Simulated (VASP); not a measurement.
## Al₃InSb₄ (ordered alloy cell): computed properties

All values below come from PBEsol GGA, VASP's PBE PAW potentials (set 64) (plane waves; VASP 6.6.1).

- space group: Amm2 (38)
- cell: a = 4.423 Å, b = 8.845 Å, c = 12.499 Å, α = β = γ = 90.00°
- volume per atom: 30.56 Å³/atom
- band gap (over mesh and band path): 0.81 eV
- smallest direct gap (over mesh and band path): 0.81 eV
- band-edge character: direct, Γ to Γ
- density: 4.64 g/cm³

```yaml
crystal:
  lattice:
    - [0.00025, 6.25439, 6.24971]
    - [6.25439, 0.00025, 6.24971]
    - [3.12732, 3.12732, 0.00000]
  atoms:
    - { symbol: In, position: [0.99930, 0.99930, 0.00139] }
    - { symbol: Sb, position: [0.13331, 0.13331, 0.23337] }
    - { symbol: Sb, position: [0.12906, 0.61281, 0.25813] }
    - { symbol: Sb, position: [0.61281, 0.12906, 0.25813] }
    - { symbol: Sb, position: [0.62492, 0.62492, 0.25015] }
    - { symbol: Al, position: [0.99919, 0.50104, 0.99977] }
    - { symbol: Al, position: [0.50104, 0.99919, 0.99977] }
    - { symbol: Al, position: [0.50036, 0.50036, 0.99928] }
```

Unless said otherwise, spin-orbit coupling is left out, though it shifts the bands of the heavy elements here.

The structure was generated: Al3InSb4 was put into an ordered model structure (Amm2), which need not be its known phase. It was relaxed first. Symmetry was kept, so distortions that lower it aren't found.
